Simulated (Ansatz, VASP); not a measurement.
## Two plane-wave programs on Al2B2N

```xyz
5
Lattice="3.5203 0.0000 0.0000 -1.7601 3.0487 0.0000 0.0000 0.0000 5.8614" Properties=species:S:1:pos:R:3 pbc="T T T"
Al    0.0000    2.0324    3.6309
Al    1.7601    1.0162    2.2305
B     0.0000    2.0324    1.3957
B     1.7601    1.0162    4.4658
N     0.0000    0.0000    0.0000
```

Change from the starting cell: species swapped into the MgZn2Sb2 type (P-3m1, No. 164).

Alike in both runs: task single point; functional PBE; k mesh 6 × 6 × 4; occupations gaussian, width 0.1 eV; no spin polarisation.

|  | VASP | Ansatz |
| --- | --- | --- |
| version | VASP 6.6.1 | Ansatz 0.2.0 |
| potentials or method | VASP PAW PBE potentials, release 64 (Al, B, N) | scalar-relativistic, plane waves, PAW |
| plane-wave cutoff (eV) | 520 | 420 |
| valence electrons in the cell | 17 | 17 |

```tsv
	VASP	Ansatz	Ansatz less VASP
gap on the k mesh at the Fermi level (eV)	none	none	-
pressure (GPa)	-4.5	-4.4	+0.06
largest component of the traceless stress (GPa)	8.48	8.50	+0.022
rms of the force components (eV/Å)	0.938	0.939	+0.0011
```

Atom by atom the forces differ by 0.002 eV/Å (rms over components). A gap of «none» marks a metal or a gap that the smearing closes.

Caveats: forces of over 1 eV/Å show positions far from the minimum, so gaps and moduli don't describe the material at rest.
